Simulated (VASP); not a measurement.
# XPS shifts in Ta3Ag7, part 2 of 4

Wanted: the chemical shifts that photoemission would resolve in Ta3Ag7.

VASP 6.6.1, plane waves and PAW; the level of theory is named at each step.

So far. Step 2 (Relaxation): The forces on the free atoms are under 0.05 eV/Å.

### Step 3. Initial state

Level of this step: PBEsol; plane waves and PAW (Ta_pv, Ag) (VASP).

The cell without a hole gives, with ICORELEVEL = 1, the Kohn-Sham core levels of the initial state.

Input file INCAR:

```
SYSTEM = Ta3Ag7
PREC = Normal
ENCUT = 330
EDIFF = 1E-05
NELM = 120
ISMEAR = 0
SIGMA = 0.1
LREAL = Auto
ALGO = Fast
GGA = PS
NBANDS = 136
LASPH = .TRUE.
LORBIT = 11
LWAVE = .FALSE.
LCHARG = .FALSE.
KPAR = 2
NCORE = 4
ICORELEVEL = 1
ISIF = 0
LVHAR = .TRUE.
```

Input file POSCAR:

```
Ta3Ag7
1.0
    5.8689862838      0.0000000000      0.0000000000
    0.0000000000      5.8689862838      0.0000000000
    0.0000000000      0.0000000000     22.3000000000
Ta Ag
6 14
Direct
    0.0000000000      0.0000000000      0.6744421419
    0.5000000000      0.0000000000      0.6755665444
    0.0000000000      0.5000000000      0.6755665444
    0.0000000000      0.0000000000      0.3255578581
    0.5000000000      0.0000000000      0.3244334556
    0.0000000000      0.5000000000      0.3244334556
    0.5000000000      0.5000000000      0.6799618277
    0.2526886048      0.2526886048      0.5878381360
    0.7473113952      0.2526886048      0.5878381360
    0.2526886048      0.7473113952      0.5878381360
    0.7473113952      0.7473113952      0.5878381360
    0.0000000000      0.0000000000      0.5000000000
    0.5000000000      0.0000000000      0.5000000000
    0.0000000000      0.5000000000      0.5000000000
    0.5000000000      0.5000000000      0.5000000000
    0.2526886048      0.2526886048      0.4121618640
    0.7473113952      0.2526886048      0.4121618640
    0.2526886048      0.7473113952      0.4121618640
    0.7473113952      0.7473113952      0.4121618640
    0.5000000000      0.5000000000      0.3200381723
```

Input file KPOINTS:

```
Automatic mesh
0
Gamma
4 4 1
0 0 0
```

The projector-augmented-wave data sets are Ta_pv and Ag (PBE family, release 64).

Started as:

```
$ mpirun -np 8 vasp_std
```

The log of the run:

```text
[banner, memory and clock lines left out]
running    8 mpi-ranks, on    1 nodes
 distrk:  each k-point on    4 cores,    2 groups
 distr:  one band on    4 cores,    1 groups

 POSCAR found type information on POSCAR TaAg
 POSCAR found :  2 types and      20 ions
 [... a notice as in an earlier step ...]

 LDA part: xc-table for (Slater+PW92), standard interpolation
 POSCAR, INCAR and KPOINTS ok, starting setup
 FFT: planning ... GRIDC
 FFT: planning ... GRID_SOFT
 FFT: planning ... GRID
 WAVECAR not read
 entering main loop
       N       E                     dE             d eps       ncg     rms          rms(c)
DAV:   1     0.124933608305E+04    0.12493E+04   -0.88770E+04  1888   0.103E+03
DAV:   2    -0.554919308922E+02   -0.13048E+04   -0.12563E+04  1800   0.293E+02
DAV:   3    -0.113470437941E+03   -0.57979E+02   -0.55150E+02  1856   0.564E+01
DAV:   4    -0.115650512282E+03   -0.21801E+01   -0.21288E+01  2048   0.948E+00
DAV:   5    -0.115717270876E+03   -0.66759E-01   -0.66413E-01  2088   0.161E+00    0.327E+01
RMM:   6    -0.105819554297E+03    0.98977E+01   -0.32686E+01  1679   0.167E+01    0.186E+01
RMM:   7    -0.106117338182E+03   -0.29778E+00   -0.98602E+00  1780   0.603E+00    0.833E+00
RMM:   8    -0.105257002499E+03    0.86034E+00   -0.68062E+00  1944   0.528E+00    0.794E+00
RMM:   9    -0.104180136731E+03    0.10769E+01   -0.13624E+00  1744   0.259E+00    0.285E+00
RMM:  10    -0.104029680293E+03    0.15046E+00   -0.30122E-01  1904   0.118E+00    0.772E-01
RMM:  11    -0.104029401679E+03    0.27861E-03   -0.82410E-02  2029   0.504E-01    0.452E-01
RMM:  12    -0.104029229542E+03    0.17214E-03   -0.12038E-02  1989   0.233E-01    0.176E-01
RMM:  13    -0.104029299305E+03   -0.69763E-04   -0.34049E-03  2086   0.113E-01    0.751E-02
RMM:  14    -0.104029251026E+03    0.48280E-04   -0.70796E-04  2179   0.503E-02    0.374E-02
RMM:  15    -0.104029205183E+03    0.45843E-04   -0.18550E-04  1841   0.266E-02    0.183E-02
RMM:  16    -0.104029272318E+03   -0.67135E-04   -0.76222E-05  1493   0.144E-02    0.113E-02
RMM:  17    -0.104029417739E+03   -0.14542E-03   -0.48239E-05  1432   0.106E-02    0.821E-03
RMM:  18    -0.104029572081E+03   -0.15434E-03   -0.29323E-05  1342   0.765E-03    0.735E-03
RMM:  19    -0.104029686692E+03   -0.11461E-03   -0.11879E-05  1225   0.547E-03    0.453E-03
RMM:  20    -0.104029786826E+03   -0.10013E-03   -0.59584E-06  1104   0.377E-03    0.236E-03
RMM:  21    -0.104029843283E+03   -0.56456E-04   -0.22604E-06   576   0.215E-03    0.186E-03
RMM:  22    -0.104029869503E+03   -0.26220E-04   -0.14938E-06   551   0.207E-03    0.734E-04
RMM:  23    -0.104029873953E+03   -0.44506E-05   -0.45078E-07   430   0.178E-03
   1 F= -.10402987E+03 E0= -.10396356E+03  d E =-.132621E+00
```

Wall time 29 s (8 MPI ranks of AMD EPYC 9R45, shared host); peak memory 1.5 GiB; 3.8 min of CPU time.

From OUTCAR (step 3):

```text
The static configuration has the point symmetry D_4h.

 Found      6 irreducible k-points:

   k-points           NKPTS =      6   k-points in BZ     NKDIM =      6   number of bands    NBANDS=    136

   NELECT =     220.0000    total number of electrons

 the core state eigenenergies are
   1-  1s -67337.5156  2s -11563.2144  2p -10130.3971  3s  -2644.7001  3p  -2218.7426
       3d  -1722.4803  4s   -534.6943  4p   -395.0046  4d   -216.3858  4f    -18.9872
       5s    -67.0563
   2-  1s -67338.0966  2s -11563.7873  2p -10130.9706  3s  -2645.2657  3p  -2219.3082
       3d  -1723.0467  4s   -535.2472  4p   -395.5560  4d   -216.9352  4f    -19.5287
       5s    -67.5695
   3-  1s -67338.0966  2s -11563.7873  2p -10130.9706  3s  -2645.2657  3p  -2219.3082
       3d  -1723.0467  4s   -535.2472  4p   -395.5560  4d   -216.9352  4f    -19.5287
       5s    -67.5695
   4-  1s -67337.5156  2s -11563.2144  2p -10130.3971  3s  -2644.7001  3p  -2218.7426
       3d  -1722.4803  4s   -534.6943  4p   -395.0046  4d   -216.3858  4f    -18.9872
       5s    -67.0563
   5-  1s -67338.0966  2s -11563.7873  2p -10130.9706  3s  -2645.2657  3p  -2219.3082
       3d  -1723.0467  4s   -535.2472  4p   -395.5560  4d   -216.9352  4f    -19.5287
       5s    -67.5695
   6-  1s -67338.0966  2s -11563.7873  2p -10130.9706  3s  -2645.2657  3p  -2219.3082
       3d  -1723.0467  4s   -535.2472  4p   -395.5560  4d   -216.9352  4f    -19.5287
       5s    -67.5695
   7-  1s -25321.8716  2s  -3725.5509  2p  -3341.0595  3s   -680.3146  3p   -554.0818
       3d   -355.1816  4s    -91.2759  4p    -54.6858
   8-  1s -25322.0050  2s  -3725.7113  2p  -3341.2168  3s   -680.4925  3p   -554.2595
       3d   -355.3589  4s    -91.4865  4p    -54.9011
   9-  1s -25322.0050  2s  -3725.7113  2p  -3341.2168  3s   -680.4925  3p   -554.2595
       3d   -355.3589  4s    -91.4865  4p    -54.9011
  10-  1s -25322.0050  2s  -3725.7113  2p  -3341.2168  3s   -680.4925  3p   -554.2595
       3d   -355.3589  4s    -91.4865  4p    -54.9011
  11-  1s -25322.0050  2s  -3725.7113  2p  -3341.2168  3s   -680.4925  3p   -554.2595
       3d   -355.3589  4s    -91.4865  4p    -54.9011
  12-  1s -25321.2459  2s  -3724.9112  2p  -3340.4170  3s   -679.7649  3p   -553.5316
       3d   -354.6204  4s    -90.9052  4p    -54.3520
  13-  1s -25321.5133  2s  -3725.1877  2p  -3340.6942  3s   -680.0060  3p   -553.7729
       3d   -354.8663  4s    -91.0758  4p    -54.5079
  14-  1s -25321.5133  2s  -3725.1877  2p  -3340.6942  3s   -680.0060  3p   -553.7729
       3d   -354.8663  4s    -91.0758  4p    -54.5079
  15-  1s -25321.5238  2s  -3725.2047  2p  -3340.7110  3s   -680.0200  3p   -553.7869
       3d   -354.8810  4s    -91.0853  4p    -54.5168
  16-  1s -25322.0050  2s  -3725.7113  2p  -3341.2168  3s   -680.4925  3p   -554.2595
       3d   -355.3589  4s    -91.4865  4p    -54.9011
  17-  1s -25322.0050  2s  -3725.7113  2p  -3341.2168  3s   -680.4925  3p   -554.2595
[...]
20-  1s -25321.8716  2s  -3725.5509  2p  -3341.0595  3s   -680.3146  3p   -554.0818
       3d   -355.1816  4s    -91.2759  4p    -54.6858

 E-fermi :   1.0752

 k-point     1 :       0.0000    0.0000    0.0000
  band No.  band energies     occupation
    ...
    105       0.2866      2.00000
    106       0.2866      2.00000
    107       0.4591      2.00000
    108       0.5196      2.00000
    109       1.0939      0.79180
    110       1.1364      0.38675
    111       1.1364      0.38675
    112       1.1992      0.07953
    113       1.1992      0.07953
    114       1.5441      0.00000
    ...

 k-point     2 :       0.2500    0.0000    0.0000
  band No.  band energies     occupation
    ...
    106       0.5059      2.00000
    107       0.6533      2.00000
    108       0.7266      2.00000
    109       0.7395      2.00000
    110       0.9939      1.74995
    111       1.1304      0.43484
    112       1.2004      0.07678
    113       1.2094      0.05774
    114       1.4560      0.00000
    115       1.5616      0.00000
    ...

 POSITION                                       TOTAL-FORCE (eV/Angst)
 -----------------------------------------------------------------------------------
      0.00000      0.00000     15.04006         0.000000     -0.000000     -0.135894
      2.93449      0.00000     15.06513         0.000000     -0.000000      0.044939
      0.00000      2.93449     15.06513         0.000000     -0.000000      0.044939
      0.00000      0.00000      7.25994         0.000000     -0.000000      0.135894
      2.93449      0.00000      7.23487         0.000000     -0.000000     -0.044939
      0.00000      2.93449      7.23487         0.000000     -0.000000     -0.044939
      2.93449      2.93449     15.16315         0.000000     -0.000000     -0.127099
      1.48303      1.48303     13.10879        -0.031923     -0.031923      0.053117
      4.38596      1.48303     13.10879         0.031923     -0.031923      0.053117
      1.48303      4.38596     13.10879        -0.031923      0.031923      0.053117
      4.38596      4.38596     13.10879         0.031923      0.031923      0.053117
      0.00000      0.00000     11.15000         0.000000     -0.000000     -0.000000
      2.93449      0.00000     11.15000         0.000000     -0.000000     -0.000000
      0.00000      2.93449     11.15000         0.000000     -0.000000     -0.000000
      2.93449      2.93449     11.15000         0.000000     -0.000000     -0.000000
      1.48303      1.48303      9.19121        -0.031923     -0.031923     -0.053117
      4.38596      1.48303      9.19121         0.031923     -0.031923     -0.053117
      1.48303      4.38596      9.19121        -0.031923      0.031923     -0.053117
      4.38596      4.38596      9.19121         0.031923      0.031923     -0.053117
      2.93449      2.93449      7.13685         0.000000     -0.000000      0.127099
 -----------------------------------------------------------------------------------
    total drift:                                0.000000      0.000000      0.000000

  FREE ENERGIE OF THE ION-ELECTRON SYSTEM (eV)
  ---------------------------------------------------
  free  energy   TOTEN  =      -104.0298739533 eV

  energy  without entropy=     -103.8972525942  energy(sigma->0) =     -103.96356327

 total charge
# of ion       s       p       d       tot
------------------------------------------
    1        0.379   6.068   2.257   8.704
    2        0.342   6.060   2.205   8.608
    3        0.342   6.060   2.205   8.608
    4        0.379   6.068   2.257   8.704
    5        0.342   6.060   2.205   8.608
    6        0.342   6.060   2.205   8.608
    7        0.481   0.313   9.063   9.857
    8        0.483   0.390   9.078   9.951
    9        0.483   0.390   9.078   9.951
   10        0.483   0.390   9.078   9.951
   11        0.483   0.390   9.078   9.951
   12        0.393   0.300   9.176   9.869
   13        0.421   0.325   9.134   9.880
   14        0.421   0.325   9.134   9.880
   15        0.451   0.321   9.131   9.903
   16        0.483   0.390   9.078   9.951
   17        0.483   0.390   9.078   9.951
   18        0.483   0.390   9.078   9.951
   19        0.483   0.390   9.078   9.951
   20        0.481   0.313   9.063   9.857
--------------------------------------------------
tot          8.635  41.394 140.661 190.690

[... 5 parts as in an earlier step ...]

[... 6 further parts left out ...]
```

These are scalar-relativistic Kohn-Sham levels of the ground state, with no core hole, so they are not binding energies.

This step gave:

* free energy (TOTEN): -104.0299 eV
* energy at zero smearing: -103.9636 eV
* Fermi energy: 1.075 eV

The two shallowest core shells; atoms whose shallowest level rounds to another's at 0.01 eV are left out. Core levels, by row:

```tsv
atom	shell	level below the Fermi level (eV)
Ta1	5s	68.13
Ta1	4f	20.06
Ta2	5s	68.64
Ta2	4f	20.6
Ag7	4s	92.35
Ag7	4p	55.76
Ag8	4s	92.56
Ag8	4p	55.98
Ag12	4s	91.98
Ag12	4p	55.43
Ag13	4s	92.15
Ag13	4p	55.58
Ag15	4s	92.16
Ag15	4p	55.59
```

[end of part 2 of 4]

[Lines on the potential files, build, host, timing and source positions are cut from VASP's logs without a mark.]

[Logs are printed without paths, hosts, clocks, repeated set-up lines and the standing remarks that a program may print on its own settings, such as how far it seeks lower states.]

[Hosts, paths, dates, database ids (printed as entryN), source tags and the programs' standing remarks are cut or masked in the printed files.]
